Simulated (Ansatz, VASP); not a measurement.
Be3BAs3: VASP beside Ansatz

```
CELL_PARAMETERS angstrom
3.79446 0.00000 0.00000
0.00000 3.79446 0.00000
0.00000 0.00000 8.13353
ATOMIC_POSITIONS crystal
Be 0.50000 0.50000 0.70331
Be 0.50000 0.50000 0.29669
Be 0.00000 0.00000 0.00000
B 0.50000 0.50000 0.00000
As 0.00000 0.50000 0.00000
As 0.50000 0.00000 0.00000
As 0.50000 0.50000 0.50000
```

Alike in both runs: task relaxation of cell and atoms; functional PBE; k mesh 4 × 4 × 2; occupations gaussian, width 0.1 eV; no spin polarisation.

```csv
,VASP,Ansatz
version,VASP 6.6.1,Ansatz 0.2.0
potentials or method,"VASP PAW PBE potentials, release 64 (Be, B, As)","scalar-relativistic, plane waves, PAW"
plane-wave cutoff (eV),600,420
valence electrons in the cell,24,54
```

|  | VASP | Ansatz | Ansatz less VASP |
| --- | --- | --- | --- |
| gap on the k mesh at the Fermi level, each at its own relaxed structure (eV) | none | none | - |
| relaxed volume (Å³/atom) | 22.78 | 22.63 | -0.143 |
| relaxed cell length with the largest relative difference (Å) | 4.566 | 4.553 | -0.0123 |
| energy change over the relaxation (meV/atom) | -1609 | -1579 | +30.0 |

A gap of «none» marks a metal or a gap that the smearing closes. The two sets of potentials don't hold the same shells in valence.

Caveats: the k mesh is coarse (spacing up to 0.41 Å⁻¹), so the values aren't converged; the volume moved by over 15 % at a fixed basis, so the end points are rough.
